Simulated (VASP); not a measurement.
These are MS2 meta-GGA, VASP's PBE PAW potentials (set 64) (plane waves; VASP 6.6.1) values and carry that method's errors.

VASP ran on this input.

### INCAR
```
# general
SYSTEM =CdSe
PREC   =Accurate
ENCUT  =520
LREAL  =.FALSE.
LASPH  =.TRUE.

# electronic loop
EDIFF  =1E-7
NELM   =100
ALGO   =Normal
LMAXMIX=4
LMIXTAU=.TRUE.

# smearing
ISMEAR =0
SIGMA  =0.05

# functional
METAGGA=MS2

# ions
IBRION =2
NSW    =30
ISIF   =4
EDIFFG =-0.01

# output
LWAVE  =.FALSE.
LCHARG =.FALSE.
```

### KPOINTS
```
K-points
0
gamma
  6 6 3
0 0 0
```

File POSCAR:
```
CdSe
1.0
  2.1472144592  -3.7190842979   0.0000000000
  2.1472144592   3.7190842979   0.0000000000
  0.0000000000   0.0000000000   6.9947632116
Cd Se
2 2
Cart
  2.1472144592  -1.2396972454   3.4974894685
  2.1472144592   1.2396972454   0.0001078627
  2.1472144592  -1.2396972454   6.1273047106
  2.1472144592   1.2396972454   2.6299231048
```

POTCAR, in this order: Cd Se (PBE.64 set). Program: vasp_std.

Output

### OSZICAR
```
       N       E                     dE             d eps       ncg     rms          rms(c)
DAV:   1     0.220137687344E+03    0.22014E+03   -0.16048E+04   616   0.139E+03
DAV:   2    -0.220395949869E+02   -0.24218E+03   -0.23600E+03   652   0.342E+02
DAV:   3    -0.362387516656E+02   -0.14199E+02   -0.14136E+02   748   0.832E+01
DAV:   4    -0.363797099437E+02   -0.14096E+00   -0.14086E+00   646   0.803E+00
DAV:   5    -0.363806113474E+02   -0.90140E-03   -0.90127E-03   778   0.618E-01    0.196E+01
DAV:   6    -0.121215637566E+02    0.24259E+02   -0.59489E+01   634   0.108E+02    0.132E+01
DAV:   7    -0.808172315879E+01    0.40398E+01   -0.36254E+00   616   0.193E+01    0.774E+00
DAV:   8    -0.101361101715E+02   -0.20544E+01   -0.53528E+00   616   0.258E+01    0.404E+00
DAV:   9    -0.677850669971E+01    0.33576E+01   -0.18744E+00   616   0.151E+01    0.107E+00
DAV:  10    -0.558670453611E+01    0.11918E+01   -0.14113E+00   628   0.121E+01    0.124E+00
DAV:  11    -0.677593993312E+01   -0.11892E+01   -0.79197E-01   622   0.923E+00    0.155E+00
DAV:  12    -0.680735982685E+01   -0.31420E-01   -0.37261E-02   676   0.239E+00    0.824E-01
DAV:  13    -0.682367214994E+01   -0.16312E-01   -0.13691E-02   628   0.131E+00    0.406E-01
DAV:  14    -0.682463171578E+01   -0.95957E-03   -0.23527E-03   696   0.493E-01    0.233E-01
DAV:  15    -0.682592941600E+01   -0.12977E-02   -0.92262E-04   622   0.280E-01    0.831E-02
DAV:  16    -0.682618450528E+01   -0.25509E-03   -0.19882E-04   696   0.156E-01    0.967E-02
DAV:  17    -0.682602246132E+01    0.16204E-03   -0.12917E-04   622   0.107E-01    0.326E-02
DAV:  18    -0.682626127022E+01   -0.23881E-03   -0.24748E-04   616   0.195E-01    0.212E-02
DAV:  19    -0.682626032825E+01    0.94197E-06   -0.59923E-06   754   0.247E-02    0.133E-02
DAV:  20    -0.682626345708E+01   -0.31288E-05   -0.10379E-06   670   0.102E-02    0.836E-03
DAV:  21    -0.682626440257E+01   -0.94549E-06   -0.15067E-06   682   0.917E-03    0.146E-03
DAV:  22    -0.682626500553E+01   -0.60296E-06   -0.24913E-07   550   0.414E-03    0.711E-04
DAV:  23    -0.682626528195E+01   -0.27642E-06   -0.53021E-08   374   0.262E-03    0.362E-04
DAV:  24    -0.682626543295E+01   -0.15100E-06   -0.28830E-08   344   0.176E-03    0.425E-04
DAV:  25    -0.682626553961E+01   -0.10666E-06   -0.39413E-09   332   0.728E-04    0.221E-04
DAV:  26    -0.682626549398E+01    0.45638E-07   -0.23006E-09   332   0.560E-04
   1 F= -.68262655E+01 E0= -.68262655E+01  d E =-.682627E+01
       N       E                     dE             d eps       ncg     rms          rms(c)
DAV:   1    -0.682640390799E+01   -0.13837E-03   -0.90423E-03   622   0.697E-01    0.703E-02
DAV:   2    -0.682630959721E+01    0.94311E-04   -0.22312E-04   706   0.135E-01    0.341E-02
DAV:   3    -0.682628988821E+01    0.19709E-04   -0.78167E-05   652   0.701E-02    0.138E-02
DAV:   4    -0.682628024773E+01    0.96405E-05   -0.26440E-05   646   0.459E-02    0.652E-03
DAV:   5    -0.682628229124E+01   -0.20435E-05   -0.23734E-05   628   0.472E-02    0.665E-03
DAV:   6    -0.682628946244E+01   -0.71712E-05   -0.72939E-06   628   0.267E-02    0.103E-03
DAV:   7    -0.682629016907E+01   -0.70663E-06   -0.69197E-07   676   0.840E-03    0.983E-04
DAV:   8    -0.682629010548E+01    0.63591E-07   -0.42317E-08   362   0.207E-03
   2 F= -.68262901E+01 E0= -.68262901E+01  d E =-.246115E-04
```

### OUTCAR
```
------------------------ aborting loop because EDIFF is reached ----------------------------------------
  FORCE on cell =-STRESS in cart. coord.  units (eV):
  Direction    XX          YY          ZZ          XY          YZ          ZX
  --------------------------------------------------------------------------------------
  Total        1.1445885      1.1445883      1.1456511      0.0000000      0.0000000      0.0000000
  in kB       16.4151743     16.4151721     16.4304133      0.0000000      0.0000000      0.0000000
  external PRESSURE =      16.4202532 kB  Pullay stress =       0.0000000 kB
  volume of cell :      111.72
      direct lattice vectors                 reciprocal lattice vectors
     2.146549399 -3.717932374  0.000000000     0.232931979 -0.134483350  0.000000000
     2.146549399  3.717932374  0.000000000     0.232931979  0.134483350  0.000000000
     0.000000000  0.000000000  6.999098236     0.000000000  0.000000000  0.142875549
  FREE ENERGIE OF THE ION-ELECTRON SYSTEM (eV)
  ---------------------------------------------------
  free  energy   TOTEN  =        -6.8262901055 eV

  energy  without entropy=       -6.8262901055  energy(sigma->0) =       -6.82629011

 reached required accuracy - stopping structural energy minimisation
```
(Selected blocks of OUTCAR.)

File CONTCAR:
```
CdSe
   1.00000000000000
     2.1465493991232822   -3.7179323736460015    0.0000000000000000
     2.1465493991232822    3.7179323736460015    0.0000000000000000
     0.0000000000000000    0.0000000000000000    6.9990982355344968
  Cd              Se
     2     2
Direct
     0.6666669999999968    0.3333330000000032    0.4999804253574526
     0.3333330000000032    0.6666669999999968    0.9999804253574527
     0.6666669999999968    0.3333330000000032    0.8760195746425450
     0.3333330000000032    0.6666669999999968    0.3760195746425450
```

The compound is CdSe in the wurtzite structure. This cell is one point of a volume scan, at 0.97 of the reference volume. Symmetry was kept, so distortions that lower it aren't found.
